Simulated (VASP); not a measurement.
Input:

```
PbF2
1.0
    0.00000     3.02940     3.02940
    3.02940     0.00000     3.02940
    3.02940     3.02940     0.00000
Pb F
1 2
Direct
  0.00000   0.00000   0.00000
  0.25000   0.25000   0.25000
  0.75000   0.75000   0.75000
```

Computed with TPSS meta-GGA, VASP's PBE PAW potentials (set 64) (plane waves; VASP). Numerical set-up: 520 eV cut-off, 6×6×6 Γ-centred mesh, Gaussian smearing of 0.050 eV, potentials Pb_d F.

Problem. Give the stress tensor in GPa (positive for a compressed cell).

Solution. 
```
-3.41   0.00   0.00
 0.00  -3.41   0.00
 0.00   0.00  -3.41
```
The pressure is its mean diagonal, -3.41 GPa.

The compound is PbF2 in the fluorite structure, the β form. The cell was not relaxed at this level. The run is one of a series of settings (GGA removed, LMIXTAU = .TRUE., METAGGA = TPSS against the base run), some of them coarse on purpose.
